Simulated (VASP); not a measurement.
# YZr (P-6m2) in VASP: notebook

One crystal, YZr, is run at these levels: LDA; tasks: single point, relaxation of cell and atoms.

Program: VASP 6.6.1. These are calculated values, not measurements. Logs are shortened: lines on timing, memory, paths and dates and some standing lists are left out, and cuts for length are marked.

### Step 1. The crystal as given

The structure is hexagonal, space group P-6m2 (No. 187). Conventional cell: a = 3.303 Å, b = 3.303 Å, c = 5.303 Å, α = 90.00°, β = 90.00°, γ = 120.00°. Around Y (site symmetry -6m2) lie 6 Zr at 3.27 Å and 6 Y at 3.30 Å. Zr (site symmetry -6m2) is surrounded by 6 Y at 3.27 Å and 6 Zr at 3.30 Å.

The cell comes from a database or a generator and needn't be the stable form of this composition.

### Step 2. Single point, LDA

Contents of INCAR:

```
PREC = Accurate
ENCUT = 520
EDIFF = 1E-7
ISMEAR = -1
SIGMA = 0.1
LREAL = F
LASPH = T
NELM = 100
ALGO = Normal
ISIF = 2
LWAVE = F
LCHARG = F
NBANDS = 18
```

Contents of KPOINTS:

```
Automatic mesh
0
Gamma
  8 8 4
```

Contents of POSCAR:

```
YZr
1.0
    3.3028121304      0.0000000000      0.0000000000
   -1.6514060652      2.8603192088      0.0000000000
    0.0000000000      0.0000000000      5.3029015556
Y Zr
1 1
Direct
    0.6666666667      0.3333333333      0.5000000000
    0.3333333333      0.6666666667      0.0000000000
```

Potentials or basis: VASP PAW LDA potentials, release 64 (Y_sv, Zr_sv).

The run is started by

```
> cat potpaw_LDA.64/Y_sv/POTCAR potpaw_LDA.64/Zr_sv/POTCAR > POTCAR
> mpirun -np 1 vasp_std > vasp.out
```

OUTCAR:

```text
PREC = Accurate
   ENCUT = 520
   EDIFF = 1E-7
   ISMEAR = -1
   LREAL = F
   LASPH = T
   NELM = 100
   ISIF = 2

 ion  position               nearest neighbor table
   1  0.667  0.333  0.500-   2 3.27   2 3.27   2 3.27   2 3.27   2 3.27   2 3.27
   2  0.333  0.667  0.000-   1 3.27   1 3.27   1 3.27   1 3.27   1 3.27   1 3.27

  LATTYP: Found a hexagonal cell.
 ALAT       =     3.3028121304
 C/A-ratio  =     1.6055716602

  Lattice vectors:

 A1 = (   3.3028121304,   0.0000000000,   0.0000000000)
 A2 = (  -1.6514060652,   2.8603192088,   0.0000000000)
 A3 = (   0.0000000000,   0.0000000000,   5.3029015556)

Analysis of symmetry for initial positions (statically):
=====================================================================
 Subroutine PRICEL returns:
 Original cell was already a primitive cell.

 Routine SETGRP: Setting up the symmetry group for a
 hexagonal supercell.

 Subroutine GETGRP returns: Found 12 space group operations
 (whereof 12 operations were pure point group operations)
 out of a pool of 24 trial point group operations.

The static configuration has the point symmetry D_3h.

Analysis of symmetry for dynamics (positions and initial velocities):
=====================================================================
 Subroutine PRICEL returns:
 Original cell was already a primitive cell.

 Routine SETGRP: Setting up the symmetry group for a
 hexagonal supercell.

 Subroutine GETGRP returns: Found 12 space group operations
 (whereof 12 operations were pure point group operations)
 out of a pool of 24 trial point group operations.

The dynamic configuration has the point symmetry D_3h.

 Subroutine INISYM returns: Found 12 space group operations
 (whereof 12 operations are pure point group operations),
 and found     1 'primitive' translations

----------------------------------------------------------------------------------------

                                     Primitive cell

  volume of cell :      50.0970

  direct lattice vectors                    reciprocal lattice vectors
     3.302812130  0.000000000  0.000000000     0.302772292  0.174805665  0.000000000
    -1.651406065  2.860319209  0.000000000     0.000000000  0.349611329  0.000000000
     0.000000000  0.000000000  5.302901556     0.000000000  0.000000000  0.188576007

  length of vectors
     3.302812130  3.302812130  5.302901556     0.349611329  0.349611329  0.188576007

  position of ions in fractional coordinates (direct lattice)
     0.666666667  0.333333333  0.500000000
     0.333333333  0.666666667  0.000000000

  ion indices of the primitive-cell ions
   primitive index   ion index
                 1           1
                 2           2

----------------------------------------------------------------------------------------

 KPOINTS: Automatic mesh

Automatic generation of k-mesh.
 Grid dimensions read from file:
 generate k-points for:    8    8    4

 Generating k-lattice:

  Cartesian coordinates                     Fractional coordinates (reciprocal lattice)
     0.037846537  0.021850708  0.000000000     0.125000000  0.000000000  0.000000000
     0.000000000  0.043701416  0.000000000     0.000000000  0.125000000  0.000000000
     0.000000000  0.000000000  0.047144002     0.000000000  0.000000000  0.250000000

  Length of vectors
     0.043701416  0.043701416  0.047144002

  Shift w.r.t. Gamma in fractional coordinates (k-lattice)
     0.000000000  0.000000000  0.000000000

 Subroutine IBZKPT returns following result:
 ===========================================

 Found     30 irreducible k-points:

 Following reciprocal coordinates:
            Coordinates               Weight
  0.000000  0.000000  0.000000      1.000000
  0.125000  0.000000  0.000000      6.000000
  0.250000  0.000000  0.000000      6.000000
  0.375000  0.000000  0.000000      6.000000
  0.500000  0.000000  0.000000      3.000000
  0.125000  0.125000  0.000000      6.000000
[... 16 lines left out ...]
  0.250000  0.000000  0.500000      6.000000
  0.375000  0.000000  0.500000      6.000000
 [... further k-points ...]
   k-points           NKPTS =     30   k-points in BZ     NKDIM =     30   number of bands    NBANDS=     18
   number of dos      NEDOS =    301   number of ions     NIONS =      2
   total plane-waves  NPLWV =  31360
   dimension x,y,z NGX =    28 NGY =   28 NGZ =   40
   dimension x,y,z NGXF=    56 NGYF=   56 NGZF=   80
   ions per type =               1   1
   NGX,Y,Z   is equivalent  to a cutoff of  14.09, 14.09, 12.54 a.u.
   NGXF,Y,Z  is equivalent  to a cutoff of  28.19, 28.19, 25.08 a.u.
 SYSTEM =  unknown system
   PREC   = accura    normal or accurate (medium, high low for compatibility)
   ISTART =      0    job   : 0-new  1-cont  2-samecut
   ICHARG =      2    charge: 1-file 2-atom 10-const
   ISPIN  =      1    spin polarized calculation?
   LNONCOLLINEAR =      F non collinear calculations
   LSORBIT =      F    spin-orbit coupling
   LASPH  =      T    aspherical Exc in radial PAW
   ENCUT  =  520.0 eV  38.22 Ry    6.18 a.u.   6.14  6.14  9.86*2*pi/ulx,y,z
   NELM   =    100;   NELMIN=  2; NELMDL= -5     # of ELM steps
   EDIFF  = 0.1E-06   stopping-criterion for ELM
   LREAL  =      F    real-space projection
   EDIFFG = 0.1E-05   stopping-criterion for IOM
   NSW    =      0    number of steps for IOM
   IBRION =     -1    ionic relax: 0-MD 1-quasi-New 2-CG
   NFREE  =      0    steps in history (QN), initial steepest desc. (CG)
   ISIF   =      2    stress and relaxation
   ISYM   =      2    0-nonsym 1-usesym 2-fastsym
   POTIM  = 0.5000    time-step for ionic-motion
   TEBEG  =    0.0;   TEEND  =   0.0 temperature during run
   PSTRESS=    0.0 pullay stress
   NELECT =      23.0000    total number of electrons
   NUPDOWN=      -1.0000    fix difference up-down
   EMIN   =  10.00;   EMAX   =-10.00  energy-range for DOS
   EFERMI =   0.00;   METHOD = LEGACY
   ISMEAR =    -1;   SIGMA  =   0.10  broadening in eV -4-tet -1-fermi 0-gaus
   EFERMI_NEDOS =   21; number of points for ismear=-14 and -15
   IALGO  =     38    algorithm
   IMIX   =      4    mixing-type and parameters
     AMIX     =   0.40;   BMIX     =  1.00
     AMIX_MAG =   1.60;   BMIX_MAG =  1.00
  volume/ion in A,a.u.               =      25.05       169.04
  Fermi-wavevector in a.u.,A,eV,Ry     =   1.262932  2.386596 21.701271  1.594998
  Thomas-Fermi vector in A             =   2.396315
   LORBIT       =      0    0 simple, 1 ext, 2 COOP (PROOUT), +10 PAW based schemes
   GGA     = CA    functional components
   LHFCALC =     F    Hartree Fock is set to
   AEXX    =    0.0000 exact exchange contribution
   IVDW    =     0    specifies the selected vdW correction
   LEPSILON=     F    determine dielectric tensor
   LRPA    =     F    only Hartree local field effects (RPA)
 non-spin polarized calculation
  energy-cutoff  :      520.00
  volume of cell :       50.10
 maximum number of plane-waves:      1363
 NGX is ok and might be reduce to    28
   NGX = 13   NGY = 13   NGZ = 19

 number of electron      23.0000001 magnetization

 Free energy of the ion-electron system (eV)
  ---------------------------------------------------
  ext. energy  EPLUGINS =         0.00000000
  ---------------------------------------------------
  free energy    TOTEN  =       -16.06963540 eV

  energy without entropy =      -15.97487070  energy(sigma->0) =      -16.02225305

 E-fermi :   6.0369     XC(G=0): -10.8564

 val. band max:        6.0221703734   @ k =   0.3750   0.1250   0.0000
 cond. band min:       6.0441503786   @ k =   0.1250   0.0000   0.5000
 fundamental gap:      0.0219800052
 Fermi energy:         6.0368614374

 k-point     1 :       0.0000    0.0000    0.0000
  band No.  band energies     occupation
      1     -42.3629      2.00000
      2     -35.7390      2.00000
      3     -20.6633      2.00000
      4     -20.2187      2.00000
      5     -20.2187      2.00000
      6     -15.8832      2.00000
[... 10 lines left out ...]
     17       8.6319      0.00000
     18       8.6319      0.00000

 k-point     2 :       0.1250    0.0000    0.0000
  band No.  band energies     occupation
      1     -42.3532      2.00000
      2     -35.7213      2.00000
      3     -20.6455      2.00000
      4     -20.3040      2.00000
      5     -20.2386      2.00000
      6     -15.8705      2.00000
[... 10 lines left out ...]
     17       8.3885      0.00000
     18       8.9451      0.00000

 k-point     3 :       0.2500    0.0000    0.0000
  band No.  band energies     occupation
      1     -42.3298      2.00000
      2     -35.6781      2.00000
      3     -20.6022      2.00000
      4     -20.5054      2.00000
      5     -20.2861      2.00000
      6     -15.9355      2.00000
[... 10 lines left out ...]
     17       9.1903      0.00000
     18      10.1122      0.00000

 k-point     4 :       0.3750    0.0000    0.0000
  band No.  band energies     occupation
      1     -42.3062      2.00000
      2     -35.6344      2.00000
      3     -20.7008      2.00000
      4     -20.5587      2.00000
      5     -20.3331      2.00000
      6     -16.2627      2.00000
[... 375 lines left out ...]
      4     -20.3057      2.00000
      5     -20.2377      2.00000
      6     -15.9415      2.00000
[... 10 lines left out ...]
     17      10.2536      0.00000
     18      10.2542      0.00000

 k-point    23 :       0.2500    0.0000    0.5000
  band No.  band energies     occupation
      1     -42.3295      2.00000
      2     -35.6792      2.00000
      3     -20.5850      2.00000
      4     -20.5117      2.00000
      5     -20.2848      2.00000
      6     -15.9220      2.00000
[... 10 lines left out ...]
     17      10.7557      0.00000
     18      10.7918      0.00000

 k-point    24 :       0.3750    0.0000    0.5000
  band No.  band energies     occupation
      1     -42.3061      2.00000
      2     -35.6347      2.00000
      3     -20.7107      2.00000
      4     -20.5605      2.00000
      5     -20.3314      2.00000
      6     -16.2401      2.00000
[... 10 lines left out ...]
     17      10.7464      0.00000
     18      11.2198      0.00000

 [... further k-points ...]

------------------------ aborting loop because EDIFF is reached ----------------------------------------

  FORCE on cell =-STRESS in cart. coord.  units (eV):
  Direction    XX          YY          ZZ          XY          YZ          ZX
  --------------------------------------------------------------------------------------
  -------------------------------------------------------------------------------------
  Total       -0.0349039     -0.0349039     -0.0200458      0.0000000      0.0000000     -0.0000000
  in kB       -1.1162798     -1.1162798     -0.6410937      0.0000000      0.0000000     -0.0000000
  external PRESSURE =      -0.9578844 kB  Pullay stress =       0.0000000 kB

 VOLUME and BASIS-vectors are now :
 -----------------------------------------------------------------------------
  energy-cutoff  :      520.00
  volume of cell :       50.10
      direct lattice vectors                 reciprocal lattice vectors
     3.302812130  0.000000000  0.000000000     0.302772292  0.174805665  0.000000000
    -1.651406065  2.860319209  0.000000000     0.000000000  0.349611329  0.000000000
     0.000000000  0.000000000  5.302901556     0.000000000  0.000000000  0.188576007

 POSITION                                       TOTAL-FORCE (eV/Angst)
 -----------------------------------------------------------------------------------
      1.65141      0.95344      2.65145        -0.000000      0.000000      0.000000
     -0.00000      1.90688      0.00000         0.000000      0.000000      0.000000
 -----------------------------------------------------------------------------------
    total drift:                                0.000000     -0.000000     -0.000000

  FREE ENERGIE OF THE ION-ELECTRON SYSTEM (eV)
  ---------------------------------------------------
  free  energy   TOTEN  =       -16.0696353954 eV

  energy  without entropy=      -15.9748707039  energy(sigma->0) =      -16.02225305
```

Wall time 23 s (1 thread of Intel Xeon Platinum 8488C (Sapphire Rapids), shared host); peak memory 0.18 GiB.

Results:

```yaml
Free_energy: -16.0696 eV
Pressure: -0.1 GPa
Band_gap_on_the_k_mesh: none (metal or under the smearing width)
```

Levels at points of the mesh, in eV from the Fermi level:
```
           k point  band 8  band 9  band 10  band 11  band 12  band 13  band 14  band 15  band 16  band 17
(0.00, 0.00, 0.00)  -21.48   -5.14    -2.49     1.20     1.20     1.53     1.59     2.50     2.50     2.60
(0.50, 0.00, 0.00)  -21.69   -2.10    -1.87    -1.56     0.29     1.12     1.32     2.02     4.86     6.16
(0.00, 0.00, 0.50)  -21.48   -3.59    -3.33     0.26     0.97     1.05     1.05     1.65     1.65     4.16
(0.50, 0.00, 0.50)  -21.70   -2.39    -2.25    -0.66    -0.28     1.73     2.23     2.38     3.49     4.93
```

### Step 3. Relaxation of cell and atoms, LDA

This run uses another cell than the first one, of 27.42 Å³/atom, 1.095 times its volume.

Contents of INCAR:

```
SYSTEM = YZr
PREC = Accurate
ENCUT = 600
EDIFF = 1E-6
ISMEAR = -1
SIGMA = 0.1
LREAL = .FALSE.
LASPH = .TRUE.
NELM = 100
ALGO = Fast
ISIF = 3
LWAVE = .FALSE.
LCHARG = .FALSE.
GGA = CA
IBRION = 2
NSW = 60
EDIFFG = -0.03
```

Contents of KPOINTS:

```
Automatic mesh
0
G
  8 8 4
  0 0 0
```

Contents of POSCAR:

```
YZr
1.0
    3.4235830000      0.0000000000      0.0000000000
   -1.7117915000      2.9649098500      0.0000000000
    0.0000000000      0.0000000000      5.4025870000
Y Zr
1 1
Direct
    0.6666670000      0.3333330000      0.5000000000
    0.3333330000      0.6666670000      0.0000000000
```

Potentials or basis: VASP PAW LDA potentials, release 64 (Y_sv, Zr_sv).

The run is started by

```
> cat potpaw_LDA.64/Y_sv/POTCAR potpaw_LDA.64/Zr_sv/POTCAR > POTCAR
> mpirun -np 1 vasp_std > vasp.out
```

Wall time 3.5 min (1 thread of Intel Xeon Platinum 8488C (Sapphire Rapids), shared host); peak memory 0.21 GiB.

The run converged. Its results:

* Free energy: -16.0704 eV
* Relaxed volume: 25.03 Å³/atom
* Relaxed cell: a = 3.301 Å, b = 3.301 Å, c = 5.303 Å, α = 90.00°, β = 90.00°, γ = 120.00°
* Space group after relaxing (to 0.05 Å): P-6m2 (No. 187)
* Energy gained by relaxing: 42.1 meV/atom
* Ionic steps: 5
* Pressure after relaxing: 0.0 GPa
* Band gap on the k mesh: none (metal or under the smearing width)

Step by step:
| step | energy change (eV) | largest force (eV/Å) | pressure (GPa) | volume (Å³) |
| --- | --- | --- | --- | --- |
| 1 | 0.0000 | 0.0000 | -5.28 | 54.84 |
| 2 | -0.0616 | 0.0000 | 3.21 | 47.97 |
| 3 | -0.0823 | 0.0000 | 0.01 | 50.14 |
| 4 | -0.0838 | 0.0000 | -0.01 | 50.10 |
| 5 | -0.0843 | 0.0000 | -0.02 | 50.05 |

Final structure:
```
Y Zr
1.0
     3.30148    0.00000    0.00000
    -1.65074    2.85916    0.00000
     0.00000    0.00000    5.30262
Y Zr
1 1
Direct
  0.66667 0.33333 0.50000
  0.33333 0.66667 0.00000
```

Levels at points of the mesh, in eV from the Fermi level:
```tsv
k point	band 10	band 11	band 12	band 13	band 14	band 15
(0.00, 0.00, 0.00)	-2.49	1.20	1.20	1.53	1.59	2.50
(0.50, 0.00, 0.00)	-1.87	-1.57	0.29	1.12	1.32	2.02
(0.00, 0.00, 0.50)	-3.33	0.25	0.96	1.05	1.05	1.65
(0.50, 0.00, 0.50)	-2.25	-0.66	-0.29	1.73	2.23	2.39
```
